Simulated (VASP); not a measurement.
How well do functionals in VASP give the band gap of Si (diamond)? (Scalar-relativistic values.)

The measured value is 1.23 eV (as given by Wei Chen et al., Physical Review Materials (2018), doi:10.1103/physrevmaterials.2.073803; zero-point renormalisation of 0.06 eV added back (the table's ZPR column)).

Q: Order vdW-DF2 (own cell), PBEsol (own cell), PW91 (own cell), PBE-D3 (zero damping) (own cell), revPBE (own cell) by the size of their error, smallest first.

A: vdW-DF2 (own cell) (0.98, -0.25), revPBE (own cell) (0.67, -0.56), PW91 (own cell) (0.63, -0.60), PBE-D3 (zero damping) (own cell) (0.60, -0.63), PBEsol (own cell) (0.46, -0.77)

Only levels that ran to the end are used. Left out are those held back, those with too coarse a band path, GW runs whose mesh misses a band edge, hybrids' fits of cells that aren't cubic and levels without matching references; a question may draw on a part of the rest.

The compound is Si in the diamond structure.
